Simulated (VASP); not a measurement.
# NiO (Fm-3m) in VASP: notebook, part 2 of 2

VASP 6.6.1.

## (3) Single point, PBE, collinear spin, ferromagnetic start

The input, INCAR:

```
SYSTEM = NiO
  PREC = Accurate
  ENCUT = 520
  EDIFF = 1E-7
  ISMEAR = 0
  SIGMA = 0.02
  LREAL = .False.
  LASPH = .True.
  NELM = 120
  ALGO = Normal
  ISIF = 2
  LWAVE = .False.
  LCHARG = .False.
  ISPIN = 2
  MAGMOM = 2 0
  LORBIT = 11
  LMAXMIX = 4
  GGA = PE
  NBANDS = 19
```

The input, KPOINTS:

```
regular mesh
0
Gamma
  6 6 6
  0 0 0
```

The input, POSCAR:

```
NiO
1.0
    0.0000000000      2.0859016400      2.0859016400
    2.0859016400      0.0000000000      2.0859016400
    2.0859016400      2.0859016400      0.0000000000
Ni O
1 1
Direct
    0.0000000000      0.0000000000      0.0000000000
    0.5000000000      0.5000000000      0.5000000000
```

Potentials or basis: VASP PAW PBE potentials, release 64 (Ni, O).

On the command line:

```bash
$ cat potpaw_PBE.64/Ni/POTCAR potpaw_PBE.64/O/POTCAR > POTCAR
$ mpirun -np 1 vasp_std > vasp.out
```

Run time: 9.4 s. Hardware: 1 thread of Intel Xeon Platinum 8488C (Sapphire Rapids), shared host; peak memory 0.15 GiB.

The run converged. Its results:

* Free energy: -11.4862 eV
* Pressure: 5.5 GPa
* Band gap on the k mesh: none (metal or under the smearing width)
* Net moment: 1.72 μB per cell
* Site moments: Ni +1.41; O +0.26 μB
* Valence electrons inside the program's atomic spheres: Ni 8.99; O 4.98

Levels at points of the mesh, in eV from the Fermi level:
Spin up:
```tsv
k point	band 5	band 6	band 7	band 8	band 9	band 10	band 11	band 12	band 13	band 14
(0.00, 0.00, 0.00)	-3.20	-3.20	-2.82	-2.82	-2.82	1.37	17.68	18.77	18.77	18.77
(0.50, 0.00, 0.00)	-2.12	-2.12	-1.59	0.13	0.13	5.42	9.81	13.85	13.85	21.16
(0.50, 0.50, 0.00)	-3.70	-2.95	-2.39	-1.81	-1.81	5.98	10.40	12.06	16.45	16.45
```
Spin down:
```tsv
k point	band 3	band 4	band 5	band 6	band 7	band 8	band 9	band 10	band 11	band 12
(0.00, 0.00, 0.00)	-2.71	-2.71	-2.03	-2.03	-2.03	-0.80	-0.80	1.71	17.62	18.98
(0.50, 0.00, 0.00)	-5.03	-5.03	-1.13	-1.13	-0.75	2.03	2.03	5.59	10.32	14.13
(0.50, 0.50, 0.00)	-4.06	-4.06	-3.01	-0.93	-0.93	-0.37	0.17	6.42	10.75	12.32
```

Caveat: the k mesh is coarse (spacing up to 0.43 Å⁻¹), so the values aren't converged; a cell with one magnetic atom can't hold antiferromagnetic order, which such compounds often take; semilocal functionals often make such compounds metallic where correlation or magnetic order opens a gap, which also shifts bond lengths. With open d or f shells a metallic result of PBE can be an artefact of self-interaction; +U or a hybrid may open a gap.

## (4) Single point, PBE, collinear spin, ferromagnetic start

INCAR is that of step 3.

The input, KPOINTS:

```
regular mesh
0
Gamma
  8 8 8
  0 0 0
```

POSCAR is that of step 3.

On the command line:

```bash
$ cat potpaw_PBE.64/Ni/POTCAR potpaw_PBE.64/O/POTCAR > POTCAR
$ mpirun -np 1 vasp_std > vasp.out
```

Run time: 13 s. Hardware: 1 thread of Intel Xeon Platinum 8488C (Sapphire Rapids), shared host; peak memory 0.15 GiB.

It converged, with:

```
Free energy                                           : -11.4421 eV
Pressure                                              : 1.5 GPa
Band gap on the k mesh                                : none (metal or under the smearing width)
Net moment                                            : 1.25 μB per cell
Site moments                                          : Ni +1.07; O +0.16 μB
Valence electrons inside the program's atomic spheres : Ni 9.02; O 4.96
```

Levels at points of the mesh, in eV from the Fermi level:
Spin up:
| k point | band 7 | band 8 | band 9 | band 10 | band 11 | band 12 |
| --- | --- | --- | --- | --- | --- | --- |
| (0.00, 0.00, 0.00) | -2.41 | -2.41 | -2.41 | 1.55 | 17.84 | 18.99 |
| (0.50, 0.00, 0.00) | -1.19 | 0.53 | 0.53 | 5.60 | 9.99 | 14.07 |
| (0.50, 0.50, 0.00) | -1.78 | -1.37 | -1.37 | 6.22 | 10.55 | 12.30 |
Spin down:
| k point | band 4 | band 5 | band 6 | band 7 | band 8 | band 9 | band 10 | band 11 |
| --- | --- | --- | --- | --- | --- | --- | --- | --- |
| (0.00, 0.00, 0.00) | -2.80 | -1.81 | -1.81 | -1.81 | -0.82 | -0.82 | 1.79 | 17.81 |
| (0.50, 0.00, 0.00) | -5.06 | -0.92 | -0.92 | -0.57 | 1.96 | 1.96 | 5.72 | 10.33 |
| (0.50, 0.50, 0.00) | -4.12 | -2.79 | -0.70 | -0.70 | -0.40 | 0.13 | 6.56 | 10.77 |

Caveat: a cell with one magnetic atom can't hold antiferromagnetic order, which such compounds often take; semilocal functionals often make such compounds metallic where correlation or magnetic order opens a gap, which also shifts bond lengths.

## (5) Single point, PBE, collinear spin, ferromagnetic start

INCAR is that of step 4.

The input, KPOINTS:

```
regular mesh
0
Gamma
  10 10 10
  0 0 0
```

POSCAR is that of step 4.

On the command line:

```bash
$ cat potpaw_PBE.64/Ni/POTCAR potpaw_PBE.64/O/POTCAR > POTCAR
$ mpirun -np 1 vasp_std > vasp.out
```

Wall time 39 s (1 thread of Intel Xeon Platinum 8488C (Sapphire Rapids), shared host); peak memory 0.16 GiB.

The run converged. Its results:

```
Free energy                                           : -11.4671 eV
Pressure                                              : 5.6 GPa
Band gap on the k mesh                                : none (metal or under the smearing width)
Net moment                                            : 1.73 μB per cell
Site moments                                          : Ni +1.43; O +0.26 μB
Valence electrons inside the program's atomic spheres : Ni 8.99; O 4.98
```

Levels at points of the mesh, in eV from the Fermi level:
Spin up:
| k point | band 6 | band 7 | band 8 | band 9 | band 10 | band 11 | band 12 | band 13 |
| --- | --- | --- | --- | --- | --- | --- | --- | --- |
| (0.00, 0.00, 0.00) | -3.00 | -2.66 | -2.66 | -2.66 | 1.55 | 17.86 | 18.95 | 18.95 |
| (0.50, 0.00, 0.00) | -1.97 | -1.43 | 0.30 | 0.30 | 5.60 | 10.00 | 14.03 | 14.03 |
| (0.50, 0.50, 0.00) | -2.80 | -2.24 | -1.65 | -1.65 | 6.15 | 10.59 | 12.23 | 16.64 |
Spin down:
```csv
k point,band 5,band 6,band 7,band 8,band 9,band 10
"(0.00, 0.00, 0.00)",-1.86,-1.86,-1.86,-0.62,-0.62,1.90
"(0.50, 0.00, 0.00)",-0.96,-0.96,-0.58,2.22,2.22,5.77
"(0.50, 0.50, 0.00)",-2.84,-0.77,-0.77,-0.19,0.35,6.60
```

Caveat: a cell with one magnetic atom can't hold antiferromagnetic order, which such compounds often take; semilocal functionals often make such compounds metallic where correlation or magnetic order opens a gap, which also shifts bond lengths.

## (6) The runs side by side

| k mesh | mesh quality | gap on the mesh (eV) | pressure (GPa) | moment (μB) |
| --- | --- | --- | --- | --- |
| 4 × 4 × 4 | coarse | none | 2.0 | 1.38 |
| 6 × 6 × 6 | coarse | none | 5.5 | 1.72 |
| 8 × 8 × 8 | not flagged | none | 1.5 | 1.25 |
| 10 × 10 × 10 | not flagged | none | 5.6 | 1.73 |

Alike in all rows: task single point; level PBE; potentials or basis VASP PAW PBE potentials, release 64 (Ni, O); spin collinear, ferromagnetic start; cell as given; cutoff (eV) 520; smearing gaussian 0.02 eV.

Caveats: some runs use coarse meshes; a cell with one magnetic atom can't hold antiferromagnetic order, which such compounds often take; semilocal functionals often make such compounds metallic where correlation or magnetic order opens a gap, which also shifts bond lengths.

Absolute energies hang on the potentials; compare differences alone.

## (7) How close it comes

Step 4. Against the measured gap of NiO, 4.3 eV (quoted in “Local correlations, non-local screening, multiplets, and band formation in NiO”, 2012, arxiv:1210.6675), the calculated 0.00 eV is off by -4.30 eV. So large a miss can be the level of theory's own, or it may mean another phase, state or a wrong row. The value is that of PBE on a finite k mesh, which can miss the band edges, without temperature or zero-point motion. Semilocal functionals fall short of measured gaps as a rule. The run's magnetic order (collinear spin, ferromagnetic start) needn't be the measured crystal's.

Step 5. A measured gap of NiO is 4.3 eV (quoted in “Local correlations, non-local screening, multiplets, and band formation in NiO”, 2012, arxiv:1210.6675); the calculated 0.00 eV misses it by -4.30 eV. So large a miss can be the level of theory's own, or it may mean another phase, state or a wrong row. The value is that of PBE on a finite k mesh, which can miss the band edges, without temperature or zero-point motion. Semilocal functionals fall short of measured gaps as a rule. The run's magnetic order (collinear spin, ferromagnetic start) needn't be the measured crystal's.
